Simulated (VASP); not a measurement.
Input:

```xyz
2
Lattice="3.1450 0.0000 0.0000 0.0000 3.1450 0.0000 0.0000 0.0000 3.1450" Properties=species:S:1:pos:R:3 pbc="T T T"
Zn     1.5725     1.5725     1.5725
Au     0.0000     0.0000     0.0000
```

These are revPBE GGA, VASP's PBE PAW potentials (set 64) (plane waves; VASP) values and carry that method's errors. Run with 520 eV cut-off, 11×11×11 Γ-centred mesh, first-order Methfessel-Paxton smearing of 0.10 eV, potentials Zn Au.

Problem. Give the stress tensor in GPa (positive for a compressed cell).

Solution. 
```
8.00  0.00  0.00
0.00  8.00  0.00
0.00  0.00  8.00
```
The pressure is its mean diagonal, 8.00 GPa.

The compound is AuZn in the CsCl type structure. This cell is one point of a volume scan, at 0.94 of the reference volume. The electron count is odd and the run is not spin-polarised, which forces a metal.
